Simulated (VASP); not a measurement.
Crystal: Ti.

```
CELL_PARAMETERS angstrom
2.95000 0.00000 0.00000
-1.47500 2.55477 0.00000
0.00000 0.00000 4.68000
ATOMIC_POSITIONS crystal
Ti 0.33333 0.66667 0.25000
Ti 0.66667 0.33333 0.75000
```

Base run:

* Program: VASP 6.6.1
* Functional: PBEsol
* Potentials or basis: VASP PAW PBE potentials, release 64 (Ti_sv)
* Cutoff: 520 eV
* k mesh: 18 × 18 × 10
* Occupations: fermi-dirac, width 0.05 eV
* Spin: no spin polarisation

Its results: band gap on the k mesh none (metal or under the smearing width); pressure -6.0 GPa.

Question: After a change of settings the same cell gave: band gap on the k mesh none (metal or under the smearing width); pressure -7.1 GPa. Which change was it?
A. cutoff from 520 eV to 600 eV; k mesh from 18 × 18 × 10 to 13 × 13 × 7
B. potentials or basis from VASP PAW PBE potentials, release 64 (Ti_sv) to VASP PAW PBE potentials, release 64 (Ti); cutoff from 520 eV to 500 eV; k mesh from 18 × 18 × 10 to 13 × 13 × 7; valence electrons from 24 to 8
C. functional from PBEsol to r2SCAN; k mesh from 18 × 18 × 10 to 13 × 13 × 7

Answer: B.

Caveats: the PAW data sets were made with another functional, which shifts forces and pressure a little.

Runs at the PBE level aren't shown here.
